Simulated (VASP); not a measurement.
Given:

```yaml
crystal:
  lattice:
    - [0.00000, 2.03526, 2.03526]
    - [2.03526, 0.00000, 2.03526]
    - [2.03526, 2.03526, 0.00000]
  atoms:
    - { symbol: Ag, position: [0.00000, 0.00000, 0.00000] }
```

Method: PBE GGA with D3 dispersion (zero damping), VASP's PBE PAW potentials (set 64) (plane waves; VASP). Numerical set-up: 520 eV cut-off, Gaussian smearing of 0.050 eV, potentials Ag.

Q: Give the energies of bands 1 to 7 at the high-symmetry points, in eV from the Fermi level.

A: 
| band | Γ | X | U | L | W |
|---|---|---|---|---|---|
| 1 | -7.91 | -6.58 | -6.13 | -6.53 | -5.81 |
| 2 | -4.91 | -6.43 | -5.70 | -4.93 | -5.19 |
| 3 | -4.91 | -3.08 | -4.18 | -4.93 | -5.19 |
| 4 | -4.91 | -2.83 | -3.63 | -3.04 | -3.85 |
| 5 | -3.85 | -2.83 | -3.12 | -3.04 | -2.83 |
| 6 | -3.85 | 1.54 | 4.26 | -0.49 | 5.94 |
| 7 | 15.99 | 6.77 | 5.24 | 3.61 | 5.94 |

It has no gap at this level: it comes out as a metal or semimetal.

The compound is Ag in the fcc structure. It was relaxed first.
